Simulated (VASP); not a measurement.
Crystal: Zn3H.

```
Zn H
1.0
     0.00000    2.99658    2.99658
     2.99658    0.00000    2.99658
     2.99658    2.99658    0.00000
Zn H
3 1
Direct
  0.50000 0.50000 0.50000
  0.25000 0.25000 0.25000
  0.75000 0.75000 0.75000
  0.00000 0.00000 0.00000
```

The cell was built by a generator and needn't be a form met in nature.

Base run:

| Quantity | Value |
| --- | --- |
| Program | VASP 6.6.1 |
| Functional | AM05 |
| Potentials or basis | VASP PAW PBE potentials, release 64 (Zn, H) |
| Cutoff | 520 eV |
| k mesh | 6 × 6 × 6 |
| Occupations | fermi-dirac, width 0.05 eV |
| Spin | no spin polarisation |

Its results: pressure -4.2 GPa.

After a change of settings the same cell gave: pressure 2.9 GPa. Which change was it?
A. functional from AM05 to RPBE
B. functional from AM05 to TPSS
C. functional from AM05 to LDA; potentials or basis from VASP PAW PBE potentials, release 64 (Zn, H) to VASP PAW LDA potentials, release 64 (Zn, H)
D. functional from AM05 to PW91

A.

RPBE binds less tightly than AM05, so the same cell stands under more pressure.

Caveats: the PAW data sets were made with another functional, which shifts forces and pressure a little.

Runs at the PBE level aren't shown here.
